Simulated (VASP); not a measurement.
Input:

```yaml
crystal:
  lattice:
    - [0.00000, 2.86000, 2.86000]
    - [2.86000, 0.00000, 2.86000]
    - [2.86000, 2.86000, 0.00000]
  atoms:
    - { symbol: Li, position: [0.25000, 0.25000, 0.25000] }
    - { symbol: Li, position: [0.75000, 0.75000, 0.75000] }
    - { symbol: S, position: [0.00000, 0.00000, 0.00000] }
```

Method: PBE GGA, VASP's PBE PAW potentials (set 64) (plane waves; VASP 6.6.1). Numerical set-up: 520 eV cut-off, 3×3×3 Monkhorst-Pack mesh, Gaussian smearing of 0.050 eV, potentials Li_sv S.

### Question
Estimate the energy per atom (σ→0).

### Answer

```yaml
energy per atom (σ→0): -3.980 eV/atom
```

Only differences to runs with the same potentials and settings are physical.

The compound is Li2S in the antifluorite structure. The cell was not relaxed at this level. The k-mesh is coarse (spacing up to 0.63 per Å, 2π included), so the numbers may not be converged in it. The run is one of a series of settings (KPOINTS 3×3×3 Monkhorst-Pack mesh against the base run), some of them coarse on purpose.
